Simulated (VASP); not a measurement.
# SnSe2: input slips in a relaxation and what they do, part 2 of 2

Aim: see how common mistakes in a VASP relaxation show up, on SnSe2. The starting structure is a measured crystal structure from the Crystallography Open Database.

VASP 6.6.1.

Results so far: reference 25.91 Å³ an atom.

## Step 5: Relaxation with a cutoff far too low

Level of this step: PBEsol; plane waves and PAW (Sn_d, Se) (VASP).

A slip made on purpose: a cutoff far too low. Against step 2 the input has PREC = Normal and ENCUT = 130 (also changed: NELM).

Contents of INCAR:

```
SYSTEM = SnSe2
PREC = Normal
ENCUT = 130
EDIFF = 1E-06
NELM = 60
ISMEAR = 0
SIGMA = 0.03
LREAL = .FALSE.
ALGO = Normal
GGA = PS
NBANDS = 19
LORBIT = 11
LWAVE = .FALSE.
LCHARG = .FALSE.
KPAR = 2
IBRION = 2
NSW = 50
ISIF = 3
EDIFFG = -0.01
```

Contents of POSCAR:

```
SnSe2
1.0
    3.8108000000      0.0000000000      0.0000000000
   -1.9054000000      3.3002496087      0.0000000000
    0.0000000000      0.0000000000      6.1410000000
Sn Se
1 2
Direct
    0.0000000000      0.0000000000      0.0000000000
    0.6666666667      0.3333333333      0.7508000000
    0.3333333333      0.6666666667      0.2492000000
```

Contents of KPOINTS:

```
Automatic mesh
0
Gamma
6 6 4
0 0 0
```

The projector-augmented-wave data sets are Sn_d and Se (PBE family, release 64).

On the command line:

```sh
$ mpirun -np 2 vasp_std
```

Log:

```text
[... set-up lines as in an earlier step ...]
 entering main loop
       N       E                     dE             d eps       ncg     rms          rms(c)
DAV:   1     0.785608584927E+02    0.78561E+02   -0.67943E+03  1056   0.450E+02
DAV:   2     0.756720823591E+00   -0.77804E+02   -0.76371E+02  1151   0.155E+02
DAV:   3    -0.152735697631E+01   -0.22841E+01   -0.22792E+01  1068   0.264E+01
DAV:   4    -0.153758045316E+01   -0.10223E-01   -0.10221E-01  1078   0.186E+00
[...]
DAV:  10     0.673308489069E+00    0.11823E-03   -0.68696E-04  1046   0.187E-01    0.429E-02
DAV:  11     0.673317704858E+00    0.92158E-05   -0.57891E-05  1001   0.494E-02    0.194E-02
DAV:  12     0.673317737409E+00    0.32551E-07   -0.29367E-06   982   0.937E-03
   1 F= 0.67331774E+00 E0= 0.67331774E+00  d E =0.673318E+00
[...]
-----------------------------------------------------------------------------
|                                                                             |
|     EEEEEEE  RRRRRR   RRRRRR   OOOOOOO  RRRRRR      ###     ###     ###     |
[...]
|     E        R   R    R   R    O     O  R   R                               |
|     E        R    R   R    R   O     O  R    R      ###     ###     ###     |
|     EEEEEEE  R     R  R     R  OOOOOOO  R     R     ###     ###     ###     |
|                                                                             |
|     Orbital orthonormalization failed in the inversion of matrix            |
|     LAPACK: Routine ZPOTRF failed! kpoint: 1 spin: 1                        |
|                                                                             |
|     Possible solutions for this issue are:                                  |
|     - Please check whether the atoms are too close to each other.           |
|     - Decreasing POTIM might help during relaxations or MDs.                |
|     - Deleting CHGCAR or WAVECAR if incompatible with the structure.        |
|     - Try calculating without symmetrizing (ISYM = 0 or ISYM = -1).         |
|     - As last resort: using a different PAW for some of the atoms.          |
|                                                                             |
|       ---->  I REFUSE TO CONTINUE WITH THIS SICK JOB ... BYE!!! <----       |
|                                                                             |
 -----------------------------------------------------------------------------

1
1
```

It took 4 s on 2 MPI ranks of Intel Xeon Platinum 8259CL at 2.50GHz (Skylake/Cascade Lake), shared host.

VASP stopped with this message: “Orbital orthonormalization failed in the inversion of matrix LAPACK: Routine ZPOTRF failed! kpoint: 1 spin: 1”.

## Step 6: Relaxation with a k mesh far too coarse

A slip made on purpose: a k mesh far too coarse. Against step 2 the input has a 2×2×2 mesh (also changed: NELM, NCORE and KPAR).

INCAR, as its differences from that of step 5:

```diff
@@ -1,4 +1,4 @@
 SYSTEM = SnSe2
-PREC = Normal
-ENCUT = 130
+PREC = Accurate
+ENCUT = 450
 EDIFF = 1E-06
@@ -14,3 +14,3 @@
 LCHARG = .FALSE.
-KPAR = 2
+NCORE = 2
 IBRION = 2
```

POSCAR is that of step 5.

Contents of KPOINTS:

```
Automatic mesh
0
Gamma
2 2 2
0 0 0
```

On the command line:

```sh
$ mpirun -np 2 vasp_std
```

Log:

```text
[banner, memory and clock lines left out]
running    2 mpi-ranks, on    1 nodes
[...]
[... a notice as in an earlier step ...]

 LDA part: xc-table for (Slater+PW92), standard interpolation
 POSCAR, INCAR and KPOINTS ok, starting setup
[...]
entering main loop
       N       E                     dE             d eps       ncg     rms          rms(c)
DAV:   1     0.195390006758E+03    0.19539E+03   -0.11313E+04   152   0.138E+03
DAV:   2     0.111385894204E+02   -0.18425E+03   -0.17938E+03   163   0.345E+02
DAV:   3    -0.108397317185E+02   -0.21978E+02   -0.21366E+02   189   0.115E+02
DAV:   4    -0.115810316914E+02   -0.74130E+00   -0.74036E+00   173   0.224E+01
[...]
DAV:  11    -0.111905791720E+02   -0.57862E-04   -0.56280E-05   167   0.446E-02    0.850E-03
DAV:  12    -0.111905812456E+02   -0.20735E-05   -0.22194E-06   176   0.102E-02    0.402E-03
DAV:  13    -0.111905820460E+02   -0.80040E-06   -0.15825E-06   129   0.913E-03
   1 F= -.11190582E+02 E0= -.11190582E+02  d E =-.111906E+02
[... from here on, the cycles between the ionic steps are left out ...]
   2 F= -.11750229E+02 E0= -.11750229E+02  d E =-.559647E+00
   3 F= -.11747868E+02 E0= -.11747868E+02  d E =-.557286E+00
   5 F= -.12285963E+02 E0= -.12285963E+02  d E =-.538095E+00
   7 F= -.12857600E+02 E0= -.12857600E+02  d E =-.571637E+00
   9 F= -.13091403E+02 E0= -.13088510E+02  d E =-.233803E+00
  11 F= -.13105871E+02 E0= -.13102826E+02  d E =-.248272E+00
  13 F= -.13237252E+02 E0= -.13233865E+02  d E =-.131381E+00
  15 F= -.13263272E+02 E0= -.13260379E+02  d E =-.260193E-01
  17 F= -.13266616E+02 E0= -.13263724E+02  d E =-.293640E-01
  19 F= -.13276200E+02 E0= -.13273308E+02  d E =-.958391E-02
  21 F= -.13281659E+02 E0= -.13278766E+02  d E =-.497319E-02
  23 F= -.13302957E+02 E0= -.13300064E+02  d E =-.262713E-01
  25 F= -.13307472E+02 E0= -.13304580E+02  d E =-.451502E-02
  27 F= -.13308494E+02 E0= -.13305602E+02  d E =-.553741E-02
  28 F= -.13308561E+02 E0= -.13305669E+02  d E =-.666903E-04
  29 F= -.13308606E+02 E0= -.13305714E+02  d E =-.112028E-03
[...]
reached required accuracy - stopping structural energy minimisation
```

Wall time 50 s (2 MPI ranks); peak memory 0.29 GiB.

OUTCAR, selected parts (step 6):

```text
  Total       -0.0273245     -0.0273245      0.0055955     -0.0000000      0.0000000      0.0000000
  in kB       -0.6490477     -0.6490477      0.1329122     -0.0000000      0.0000000      0.0000000
  external PRESSURE =      -0.3883944 kB  Pullay stress =       0.0000000 kB

 POSITION                                       TOTAL-FORCE (eV/Angst)
 -----------------------------------------------------------------------------------
      0.00000      0.00000      0.00000         0.000000     -0.000000      0.000000
      2.12663      1.22781      2.92684        -0.000000      0.000000      0.003714
     -0.00000      2.45563      1.37853         0.000000     -0.000000     -0.003714
 -----------------------------------------------------------------------------------
    total drift:                               -0.000000      0.000000      0.000000

  FREE ENERGIE OF THE ION-ELECTRON SYSTEM (eV)
  ---------------------------------------------------
  free  energy   TOTEN  =       -13.3086063464 eV

  energy  without entropy=      -13.3028215094  energy(sigma->0) =      -13.30571393

[... 1 part as in an earlier step ...]

[... 3 further parts left out ...]
[key lines of the parts left out:]
E-fermi :   6.5394
```

With a k mesh far too coarse the cell ends at 22.484 Å³ an atom, -13.21 % from the reference, a by +11.2 %, b by +11.2 % and c by -29.9 %.

## Step 7: Comparison

```csv
run,ended,volume (Å³/atom),change (%),pressure left (GPa),core minutes
reference,converged,25.906,-,0.0,4.27
too few ionic steps,not converged,-,-,-,0.64
a functional's name that the tag doesn't take,stopped by VASP,-,-,-,0.0867
a cutoff far too low,stopped by VASP,-,-,-,0.133
a k mesh far too coarse,converged,22.484,-13.21,-0.04,1.67
```

Core minutes are wall time times ranks, summed over the relaxations behind a row (those for a bulk modulus apart), on shared hosts.

## Step 8: Results

```yaml
volume_of_the_reference: 25.91 Å³/atom
volume_against_the_reference_a_k_mesh_far_too_coarse: -13.21 %
run_with_too_few_ionic_steps: not converged
run_with_a_functional_s_name_that_the_tag_doesn_t_take: stopped by VASP
run_with_a_cutoff_far_too_low: stopped by VASP
```

What this shows: VASP stopped by itself in the runs with a functional's name that the tag doesn't take and a cutoff far too low. The run with too few ionic steps didn't converge. Finished, but with signs in the output that stand out against the reference: a k mesh far too coarse, with the volume changed by -13.2 %, a by +11.2 %, b by +11.2 % and c by -29.9 % (signs: 7.4 GPa at the first ionic step (reference: 2.6 GPa)). Further runs on this material are not shown.

[Lines on the potential files, build, host, timing and source positions are cut from VASP's logs without a mark.]

[Logs are printed without paths, hosts, clocks, repeated set-up lines and the standing remarks that a program may print on its own settings, such as how far it seeks lower states.]

[Hosts, paths, dates, database ids (printed as entryN), source tags and the programs' standing remarks are cut or masked in the printed files.]
